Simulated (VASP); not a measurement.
Given:

```xyz
2
Lattice="0.0000 1.9612 1.9612 1.9612 0.0000 1.9612 1.9612 1.9612 0.0000" Properties=species:S:1:pos:R:3 pbc="T T T"
Li     0.0000     0.0000     0.0000
F      1.9612     1.9612     1.9612
```

Method: PBEsol GGA, VASP's PBE PAW potentials (set 64) (plane waves; VASP). Settings: 520 eV cut-off, 11×11×11 Γ-centred mesh, Gaussian smearing of 0.050 eV, potentials Li_sv F.

Task: What does the run give for the energy per atom (σ→0), pressure, band gap (on the k-mesh) with the smallest direct gap where there is one?

Result: 
The band gap (on the k-mesh) is 9.65 eV. The smallest direct gap (on the k-mesh) comes out as 9.65 eV, the energy per atom (σ→0) is -4.917 eV/atom and the pressure comes out as 5.18 GPa.

The compound is LiF in the rock salt structure. This cell is one point of a volume scan, at 0.94 of the reference volume.
